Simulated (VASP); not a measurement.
Wanted: the native input for a VASP 6.6.1 run.

```
Task                   : relaxation of cell and atoms
Functional             : r2SCAN
Potentials or basis    : VASP PAW PBE potentials, release 64 (C)
Cutoff                 : 520 eV
k mesh                 : 15 × 15 × 4
Occupations            : gaussian, width 0.02 eV
Spin                   : no spin polarisation
Further INCAR settings : ALGO = Normal; EDIFF = 1e-07; IBRION = 2; EDIFFG = -0.002; NSW = 80; ISIF = 3
```

The structure of C lies in POSCAR:

```
C
1.0
    2.4672912600      0.0000000000      0.0000000000
   -1.2336456300      2.1367369100      0.0000000000
    0.0000000000      0.0000000000      7.8030730000
C
4
Direct
    0.0000000000      0.0000000000      0.2500000000
    0.0000000000      0.0000000000      0.7500000000
    0.3333333300      0.6666666700      0.2500000000
    0.6666666700      0.3333333300      0.7500000000
```

These files were run (other wordings do the same):

INCAR

```
SYSTEM = C
ALGO = Normal
EDIFF = 1E-7
EDIFFG = -0.002
ENCUT = 520
IBRION = 2
ISIF = 3
ISMEAR = 0
KPAR = 4
LASPH = .TRUE.
LCHARG = .FALSE.
LMIXTAU = .TRUE.
LREAL = .FALSE.
LWAVE = .FALSE.
METAGGA = R2SCAN
NELM = 80
NSW = 80
PREC = Accurate
SIGMA = 0.02
```

KPOINTS

```
k-points
0
G
  15 15 4
  0 0 0
```

Potentials or basis: VASP PAW PBE potentials, release 64 (C).

Run with:

```sh
$ cat potpaw_PBE.64/C/POTCAR > POTCAR
$ mpirun -np 4 vasp_std > vasp.out
```

It gave:

```json
{"Relaxed volume": "9.09 Å³/atom", "Relaxed cell": "a = 2.458 Å, b = 2.458 Å, c = 6.952 Å, α = 90.00°, β = 90.00°, γ = 120.00°", "Space group after relaxing (to 0.05 Å)": "P6_3/mmc (No. 194)", "Energy gained by relaxing": "6.5 meV/atom", "Ionic steps": "13", "Pressure after relaxing": "0.0 GPa", "Band gap on the k mesh": "none (metal or under the smearing width)"}
```

Caveat: the PAW data sets were made with another functional, which shifts forces and pressure a little.

Wall time 4.2 min on 4 MPI ranks on Intel(R) Xeon(R) 6975P-C (Granite Rapids) (shared host), peak memory 0.17 GiB a rank.
